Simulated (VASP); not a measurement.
All values below come from PBE GGA, VASP's PBE PAW potentials (set 64) (plane waves; VASP 6.6.1).

A VASP calculation is set up with these files.

POSCAR:
```
Bi
1
    4.2013921816    -2.2690512839     0.0154377380
    4.2013921816     2.2690512839     0.0154377380
    2.9622378359     0.0000000000     3.7450868151
Bi
2
Direct
  0.2340680375   0.2340680375   0.2340680375
  0.7659319625   0.7659319625   0.7659319625
```

KPOINTS:
```
Automatic mesh
0
Gamma
10 10 10
0 0 0
```

### INCAR
```
ISMEAR=1
PREC=Accurate
ENCUT=520
NSW=30
LREAL=.FALSE.
LCHARG=.FALSE.
GGA=PE
EDIFF=1E-7   ! SCF stop (eV)
ALGO=Normal
SIGMA=0.1   ! width (eV)
ISIF=4   ! ions and shape, fixed volume
LMAXMIX=4   ! l cut-off of mixed one-centre charges
NELM=100
LWAVE=.FALSE.
EDIFFG=-0.01   ! ionic stop
IBRION=2
LASPH=.TRUE.
SYSTEM=Bi
```

POTCAR, in this order: Bi_d (PBE.64 set). Program: vasp_std.

Problem. What will the output report for the number of irreducible k-points (NKPTS), largest plane-wave count, number of space-group operations, FFT grid (NGX, NGY, NGZ)?

Solution. 
```
Property                                      Result
--------------------------------------  ------------
number of irreducible k-points (NKPTS)           116
largest plane-wave count                        1950
number of space-group operations                  12
FFT grid (NGX, NGY, NGZ)                36 × 36 × 36
```

The compound is Bi in the a7 structure. This cell is one point of a volume scan, at 0.97 of the reference volume. Symmetry was kept, so distortions that lower it aren't found.
